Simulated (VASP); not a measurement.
# Lattice of KF (Carobbiite) across functionals and dispersion corrections, part 3 of 3

How close do the usual functionals, with and without dispersion, come to the cell of KF (Carobbiite)? LASPH is on for some levels and off for others; the table marks which. The start is a cell from a database of measured crystal structures.

VASP 6.6.1, plane waves and PAW; the level of theory is named at each step.

So far. Step 5 (Relaxation with PBE + D3(BJ)): It ends at 19.10 Å³/atom, +0.2 % from the start, with 0.08 GPa left. The conventional cell has a = 5.346 Å. Against plain PBE, the dispersion term moves a by -1.3 %. Step 6 (Relaxation with r2SCAN + rVV10): It ends at 18.44 Å³/atom, -3.3 % from the start, with -0.06 GPa left. The conventional cell has a = 5.284 Å. Against plain r2SCAN, the dispersion term moves a by -0.7 %.

**7. Relaxation with BLYP + D3(BJ)**

This step: BLYP with D3(BJ); plane waves and PAW (K_sv, F) (VASP 6.6.1).

BLYP comes from molecular chemistry and underbinds dense solids.

INCAR

```
SYSTEM = KF
PREC = Accurate
ENCUT = 560
EDIFF = 1E-06
NELM = 100
ISMEAR = -1
SIGMA = 0.05
LREAL = .FALSE.
ALGO = Normal
GGA = B5
ALDAX = 1
AGGAX = 1
AGGAC = 1
ALDAC = 0
IVDW = 12
VDW_S6 = 1
VDW_S8 = 2.6996
VDW_A1 = 0.4298
VDW_A2 = 4.2359
NBANDS = 14
LORBIT = 11
LWAVE = .FALSE.
LCHARG = .FALSE.
KPAR = 2
IBRION = 2
NSW = 60
ISIF = 3
EDIFFG = -0.01
```

POSCAR

```
KF
1.0
    0.0000000000      2.6718500000      2.6718500000
    2.6718500000      0.0000000000      2.6718500000
    2.6718500000      2.6718500000      0.0000000000
K F
1 1
Direct
    0.0000000000      0.0000000000      0.0000000000
    0.5000000000      0.5000000000      0.5000000000
```

KPOINTS

```
Automatic mesh
0
Gamma
7 7 7
0 0 0
```

PAW data sets: K_sv and F (PBE family, release 64).

Launch:

```console
$ mpirun -np 2 vasp_std
```

Log:

```text
[banner, memory and clock lines left out]
running    2 mpi-ranks, on    1 nodes
[...]
[... a notice as in an earlier step ...]

 LDA part: xc-table for (Slater(with rela. corr.)+VWN5), standard interpolation
 POSCAR, INCAR and KPOINTS ok, starting setup
[...]
entering main loop
       N       E                     dE             d eps       ncg     rms          rms(c)
DAV:   1     0.115600088943E+03    0.11560E+03   -0.86808E+03   560   0.118E+03
DAV:   2    -0.477388440224E+01   -0.12037E+03   -0.11226E+03   734   0.300E+02
DAV:   3    -0.939627055075E+01   -0.46224E+01   -0.45993E+01   692   0.538E+01
DAV:   4    -0.953837460780E+01   -0.14210E+00   -0.14206E+00   772   0.825E+00
[...]
DAV:  11    -0.811438804832E+01   -0.22557E-04   -0.75555E-05   616   0.873E-02    0.258E-02
DAV:  12    -0.811437400766E+01    0.14041E-04   -0.30352E-05   632   0.522E-02    0.228E-03
DAV:  13    -0.811437416457E+01   -0.15691E-06   -0.15344E-06   650   0.123E-02
   1 F= -.88631207E+01 E0= -.88631207E+01  d E =-.886312E+01
[... from here on, the cycles between the ionic steps are left out ...]
   2 F= -.88651523E+01 E0= -.88651523E+01  d E =-.203162E-02
   3 F= -.88655097E+01 E0= -.88655097E+01  d E =-.238898E-02
   4 F= -.88655718E+01 E0= -.88655718E+01  d E =-.245103E-02
[...]
reached required accuracy - stopping structural energy minimisation
```

It took 42 s on 2 MPI ranks of AMD EPYC 7R43, shared host; peak memory 0.31 GiB; 82 s of CPU time.

Parts of OUTCAR (step 7):

```text
 Edisp (eV)   -0.76977

 Edisp (eV)   -0.76715

  Total       0.00244     0.00244     0.00244     0.00000     0.00000    -0.00000
  in kB       0.10487     0.10487     0.10487     0.00000     0.00000    -0.00000
  external pressure =        0.10 kB  Pullay stress =        0.00 kB

 POSITION                                       TOTAL-FORCE (eV/Angst)
 -----------------------------------------------------------------------------------
      0.00000      0.00000      0.00000         0.000000      0.000000      0.000000
      2.64975      2.64975      2.64975        -0.000000     -0.000000     -0.000000
 -----------------------------------------------------------------------------------
    total drift:                                0.000000      0.000000      0.000000

  FREE ENERGIE OF THE ION-ELECTRON SYSTEM (eV)
  ---------------------------------------------------
  free  energy   TOTEN  =        -8.8655717582 eV

  energy  without entropy=       -8.8655717582  energy(sigma->0) =       -8.86557176

[... 2 parts as in an earlier step ...]

[... 2 further parts left out ...]
[key lines of the parts left out:]
E-fermi :  -1.3863
```

It ends at 18.60 Å³/atom, -2.5 % from the start, with 0.01 GPa left. The conventional cell has a = 5.300 Å.

**8. Relaxation with revPBE + D3(BJ)**

This step: revPBE with D3(BJ); plane waves and PAW (K_sv, F) (VASP 6.6.1).

revPBE by itself binds more weakly than PBE and expands cells; dispersion terms fitted to it are the larger for that.

Changes to INCAR since step 7:

```diff
@@ -9,12 +9,4 @@
 ALGO = Normal
-GGA = B5
-ALDAX = 1
-AGGAX = 1
-AGGAC = 1
-ALDAC = 0
+GGA = RE
 IVDW = 12
-VDW_S6 = 1
-VDW_S8 = 2.6996
-VDW_A1 = 0.4298
-VDW_A2 = 4.2359
 NBANDS = 14
```

POSCAR is that of step 7.

KPOINTS is that of step 7.

Launch:

```console
$ mpirun -np 2 vasp_std
```

Log:

```text
[banner, memory and clock lines left out]
running    2 mpi-ranks, on    1 nodes
[...]
[... a notice as in an earlier step ...]

 LDA part: xc-table for (Slater+PW92), standard interpolation
 POSCAR, INCAR and KPOINTS ok, starting setup
[...]
entering main loop
       N       E                     dE             d eps       ncg     rms          rms(c)
DAV:   1     0.116265029924E+03    0.11627E+03   -0.86801E+03   560   0.118E+03
DAV:   2    -0.435327719736E+01   -0.12062E+03   -0.11215E+03   734   0.301E+02
DAV:   3    -0.898730794220E+01   -0.46340E+01   -0.46103E+01   692   0.541E+01
DAV:   4    -0.912640337769E+01   -0.13910E+00   -0.13905E+00   784   0.821E+00
[...]
DAV:  12    -0.787026764974E+01    0.62046E-05   -0.37542E-05   698   0.551E-02    0.470E-03
DAV:  13    -0.787027080292E+01   -0.31532E-05   -0.93574E-06   584   0.272E-02    0.391E-03
DAV:  14    -0.787027087006E+01   -0.67138E-07   -0.53908E-07   520   0.780E-03
   1 F= -.84459255E+01 E0= -.84459255E+01  d E =-.844593E+01
[...]
DAV:   8    -0.788607980353E+01   -0.56084E-06   -0.71654E-08   364   0.251E-03
   2 F= -.84501656E+01 E0= -.84501656E+01  d E =-.424009E-02
 trial-energy change:   -0.004240  1 .order   -0.004260   -0.005845   -0.002675
 step:   1.9096(harm=  1.8441)  dis= 0.00000  next Energy=    -8.451367 (dE=-0.544E-02)
[...]
N       E                     dE             d eps       ncg     rms          rms(c)
DAV:   1    -0.794929691106E+01   -0.63218E-01   -0.99488E-01   698   0.100E+01    0.175E+00
DAV:   2    -0.790296739702E+01    0.46330E-01   -0.17099E-01   674   0.370E+00    0.441E-01
DAV:   3    -0.789802514176E+01    0.49423E-02   -0.88356E-03   962   0.876E-01    0.294E-01
DAV:   4    -0.789730973479E+01    0.71541E-03   -0.26937E-03  1064   0.369E-01    0.228E-01
DAV:   5    -0.789743659471E+01   -0.12686E-03   -0.25309E-04   922   0.714E-02    0.376E-02
DAV:   6    -0.789744741153E+01   -0.10817E-04   -0.38773E-05  1038   0.392E-02    0.789E-03
DAV:   7    -0.789744504563E+01    0.23659E-05   -0.16316E-06   548   0.127E-02    0.128E-03
DAV:   8    -0.789744555008E+01   -0.50445E-06   -0.66315E-08   346   0.248E-03
   3 F= -.84513334E+01 E0= -.84513334E+01  d E =-.540795E-02
[...]
reached required accuracy - stopping structural energy minimisation
```

The job ended after 17 s (2 MPI ranks; peak memory 0.29 GiB; 33 s of CPU time).

Parts of OUTCAR (step 8):

```text
 Edisp (eV)   -0.56409

 Edisp (eV)   -0.55389

  Total      -0.00324    -0.00324    -0.00324     0.00000     0.00000    -0.00000
  in kB      -0.13067    -0.13067    -0.13067     0.00000     0.00000    -0.00000
  external pressure =       -0.13 kB  Pullay stress =        0.00 kB

 POSITION                                       TOTAL-FORCE (eV/Angst)
 -----------------------------------------------------------------------------------
      0.00000     -0.00000      0.00000         0.000000      0.000000      0.000000
      2.70683      2.70683      2.70683        -0.000000     -0.000000     -0.000000
 -----------------------------------------------------------------------------------
    total drift:                                0.000000      0.000000      0.000000

  FREE ENERGIE OF THE ION-ELECTRON SYSTEM (eV)
  ---------------------------------------------------
  free  energy   TOTEN  =        -8.4513334478 eV

  energy  without entropy=       -8.4513334478  energy(sigma->0) =       -8.45133345

[... 2 parts as in an earlier step ...]

[... 2 further parts left out ...]
[key lines of the parts left out:]
E-fermi :  -1.5178
```

It ends at 19.83 Å³/atom, +4.0 % from the start, with -0.01 GPa left. The conventional cell has a = 5.414 Å.

**9. Relaxation with PBE + D4**

This step: PBE with D4; plane waves and PAW (K_sv, F) (VASP 6.6.1).

D4 lets the coefficients depend on atomic charges too.

Changes to INCAR since step 8:

```diff
@@ -9,4 +9,4 @@
 ALGO = Normal
-GGA = RE
-IVDW = 12
+GGA = PE
+IVDW = 13
 NBANDS = 14
```

POSCAR is that of step 8.

KPOINTS is that of step 8.

Launch:

```console
$ mpirun -np 2 vasp_std
```

Log:

```text
[... set-up lines as in an earlier step ...]
 entering main loop
       N       E                     dE             d eps       ncg     rms          rms(c)
[... 13 cycles as in an earlier step ...]
   1 F= -.84325711E+01 E0= -.84325711E+01  d E =-.843257E+01
[...]
N       E                     dE             d eps       ncg     rms          rms(c)
DAV:   1    -0.832370551672E+01   -0.33126E-01   -0.55030E-01   698   0.747E+00    0.132E+00
DAV:   2    -0.829773788328E+01    0.25968E-01   -0.96872E-02   668   0.280E+00    0.334E-01
DAV:   3    -0.829490913610E+01    0.28287E-02   -0.52649E-03   938   0.684E-01    0.236E-01
DAV:   4    -0.829450331962E+01    0.40582E-03   -0.14670E-03  1066   0.274E-01    0.188E-01
DAV:   5    -0.829456771770E+01   -0.64398E-04   -0.15591E-04   896   0.547E-02    0.289E-02
DAV:   6    -0.829457289485E+01   -0.51771E-05   -0.22388E-05  1032   0.301E-02    0.619E-03
DAV:   7    -0.829457142131E+01    0.14735E-05   -0.71986E-07   448   0.840E-03    0.833E-04
DAV:   8    -0.829457169068E+01   -0.26937E-06   -0.64853E-08   334   0.251E-03
   2 F= -.84345655E+01 E0= -.84345655E+01  d E =-.199434E-02
 trial-energy change:   -0.001994  1 .order   -0.001949   -0.002643   -0.001255
 step:   1.6818(harm=  1.9044)  dis= 0.00000  next Energy=    -8.435008 (dE=-0.244E-02)
[...]
N       E                     dE             d eps       ncg     rms          rms(c)
DAV:   1    -0.830992642316E+01   -0.15355E-01   -0.25442E-01   698   0.508E+00    0.894E-01
DAV:   2    -0.829790045683E+01    0.12026E-01   -0.45252E-02   668   0.191E+00    0.229E-01
DAV:   3    -0.829658806095E+01    0.13124E-02   -0.24523E-03   930   0.467E-01    0.158E-01
DAV:   4    -0.829639548647E+01    0.19257E-03   -0.69703E-04  1060   0.189E-01    0.126E-01
DAV:   5    -0.829642137221E+01   -0.25886E-04   -0.70966E-05   896   0.380E-02    0.186E-02
DAV:   6    -0.829642243648E+01   -0.10643E-05   -0.10592E-05  1046   0.212E-02    0.424E-03
DAV:   7    -0.829642131218E+01    0.11243E-05   -0.35180E-07   388   0.580E-03    0.561E-04
DAV:   8    -0.829642149359E+01   -0.18141E-06   -0.32434E-08   364   0.178E-03
   3 F= -.84350837E+01 E0= -.84350837E+01  d E =-.251260E-02
[...]
reached required accuracy - stopping structural energy minimisation
```

It took 17 s on 2 MPI ranks; peak memory 0.28 GiB; 34 s of CPU time.

Parts of OUTCAR (step 9):

```text
  Edisp (eV):   -0.13866

  Total       0.01927     0.01927     0.01927     0.00000     0.00000    -0.00000
  in kB       0.79087     0.79087     0.79087     0.00000     0.00000    -0.00000
  external pressure =        0.79 kB  Pullay stress =        0.00 kB

 POSITION                                       TOTAL-FORCE (eV/Angst)
 -----------------------------------------------------------------------------------
      0.00000      0.00000      0.00000        -0.000000      0.000000     -0.000000
      2.69257      2.69257      2.69257         0.000000     -0.000000      0.000000
 -----------------------------------------------------------------------------------
    total drift:                                0.000000      0.000000      0.000000

  FREE ENERGIE OF THE ION-ELECTRON SYSTEM (eV)
  ---------------------------------------------------
  free  energy   TOTEN  =        -8.4350837299 eV

  energy  without entropy=       -8.4350837299  energy(sigma->0) =       -8.43508373

[... 2 parts as in an earlier step ...]

[... 2 further parts left out ...]
[key lines of the parts left out:]
E-fermi :  -1.7081
```

It ends at 19.52 Å³/atom, +2.3 % from the start, with 0.08 GPa left. The conventional cell has a = 5.385 Å. Against plain PBE, the dispersion term moves a by -0.6 %.

**10. The cells as a table**

This step: relaxed cells at several levels; plane waves and PAW (VASP 6.6.1).

No new run; the numbers come from the runs before.

Lengths are those of the conventional cell; cost is the wall time of each run, as given at its step, times its ranks, without the set-up around it; LASPH differs between rows, which moves results and costs too. Results by level, by row:

```csv
level,volume (Å³/atom),change from the start (%),a (Å),cost (core minutes),LASPH
LDA,17.27,-9.4,5.17,0.62,off
PBE,19.89,4.3,5.419,0.553,off
r2SCAN,18.82,-1.3,5.32,2.73,on
PBE + D3(BJ),19.1,0.2,5.346,0.373,off
r2SCAN + rVV10,18.44,-3.3,5.284,5.4,on
BLYP + D3(BJ),18.6,-2.5,5.3,1.4,off
revPBE + D3(BJ),19.83,4,5.414,0.573,off
PBE + D4,19.52,2.3,5.385,0.58,off
```

**11. Results**

| Property | Result |
| --- | --- |
| volume, LDA | 17.27 Å³/atom |
| volume, PBE | 19.89 Å³/atom |
| volume, r2SCAN | 18.82 Å³/atom |
| volume, PBE + D3(BJ) | 19.10 Å³/atom |
| volume, r2SCAN + rVV10 | 18.44 Å³/atom |
| volume, BLYP + D3(BJ) | 18.60 Å³/atom |
| volume, revPBE + D3(BJ) | 19.83 Å³/atom |
| volume, PBE + D4 | 19.52 Å³/atom |

In words: For KF (Carobbiite) the levels give volumes between 17.27 Å³/atom (LDA) and 19.89 Å³/atom (PBE), a spread of 15.2 %, while the cost of the finished runs spans a factor of 14. Against the volume of the start, a cell from experiment, PBE + D3(BJ) comes nearest (+0.2 %) and LDA lies farthest (-9.4 %); thermal expansion is in that cell alone. Within 2 % of it: r2SCAN and PBE + D3(BJ). The costs hold the number of ionic steps as well as the price of the functional. Adding D3(BJ) to PBE changes the volume by -4.0 % (a by -1.3 %). Adding rVV10 to r2SCAN changes the volume by -2.0 % (a by -0.7 %). Adding D4 to PBE changes the volume by -1.9 % (a by -0.6 %). Within 0.02 Å all end in space group Fm-3m; the runs can't lower the symmetry of the start. LASPH is on for some levels and off for others, so differences between them are not the functional's alone. Each is a single relaxation on the plane waves of the start cell, so larger changes of volume carry a basis-set error that was not tested here. Zero-point and thermal expansion are not included.

[Lines on the potential files, build, host, timing and source positions are cut from VASP's logs without a mark.]

[Logs are printed without paths, hosts, clocks, repeated set-up lines and the standing remarks that a program may print on its own settings, such as how far it seeks lower states.]

[Hosts, paths, dates, database ids (printed as entryN), source tags and the programs' standing remarks are cut or masked in the printed files.]

[A measured line is paired with the nearest computed mode of its activity, which favours agreement.]
